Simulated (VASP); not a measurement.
Runs of VASP 6.6.1 on PC2. Symmetry: P6_3/mmc, No. 194, hexagonal system. Conventional cell: a = 2.852 Å, b = 2.852 Å, c = 7.029 Å, α = 90.00°, β = 90.00°, γ = 120.00°. Around P (site symmetry -3m) lie 6 C at 1.95 Å. C (site symmetry 3m) has 1 C at 1.42 Å as nearest neighbours. The cell was built by a generator and needn't be a form met in nature.

| task | level | cell | cutoff (eV) | smearing | gap on the mesh (eV) | pressure (GPa) | relaxed volume (Å³/atom) | largest force (eV/Å) |
| --- | --- | --- | --- | --- | --- | --- | --- | --- |
| relaxation of cell and atoms | PBE | relaxed | 600 | gaussian 0.05 eV | none | 0.0 | 8.25 | - |
| single point | PBE+TS | as given | 520 | fermi-dirac 0.05 eV | none | -5.4 | - | (b) |
| single point | PBE | as given | 520 | fermi-dirac 0.05 eV | none | -0.3 | - | (a) |
| relaxation of cell and atoms | RPBE | relaxed | 600 | gaussian 0.05 eV | none | 0.0 | 8.36 | 0.01 |

Alike in all rows: potentials or basis VASP PAW PBE potentials, release 64 (P, C); no spin polarisation; k mesh 11 × 11 × 4.

Task: Estimate the missing entries.

Result: (a) 0.04; (b) 0.07.

Caveats: atom-pairwise D2, TS and ULG terms overbind metals (some runs); pairwise dispersion overbinds metals, which lowers pressure and volume (some runs); the PAW data sets were made with another functional, which shifts forces and pressure a little (some runs).

A k mesh can miss the band edges.

A gap of «none» marks a metal or a gap under the smearing width.

Not every run made on this cell is shown here.
